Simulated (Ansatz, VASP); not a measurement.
**Two plane-wave programs on Be12H2N**

```
Be N H
1.0
     4.58000    0.00000    0.00000
     2.29000    3.96640    0.00000
     0.00000    0.00000   16.58843
Be N H
12 1 2
Direct
  0.00000 0.00000 0.06028
  0.50000 0.00000 0.06028
  0.00000 0.50000 0.06028
  0.50000 0.50000 0.06028
  0.83358 0.33625 0.17547
  0.33036 0.33496 0.16761
  0.83351 0.83008 0.17555
  0.32535 0.83768 0.16781
  0.99911 0.00068 0.27343
  0.51505 0.98147 0.29033
  0.00738 0.49648 0.28547
  0.51493 0.50499 0.29041
  0.34742 0.32696 0.34220
  0.30972 0.84593 0.32692
  0.33763 0.33167 0.40332
```

Alike in both runs: functional PBE; k mesh 6 × 6 × 1; occupations gaussian, width 0.05 eV; no spin polarisation.

Ansatz relaxed the structure, and its values are those at the end. VASP's run is a single point on that final structure, the one shown.

|  | VASP | Ansatz |
| --- | --- | --- |
| version | VASP 6.6.1 | Ansatz 0.2.0 |
| potentials or method | VASP PAW PBE potentials, release 64 (Be, N, H) | scalar-relativistic, plane waves, PAW |
| plane-wave cutoff (eV) | 520 | 420 |
| valence electrons in the cell | 31 | 31 |

```csv
,VASP,Ansatz,Ansatz less VASP
rms of the force components (eV/Å),0.075,0.074,-0.0014
```
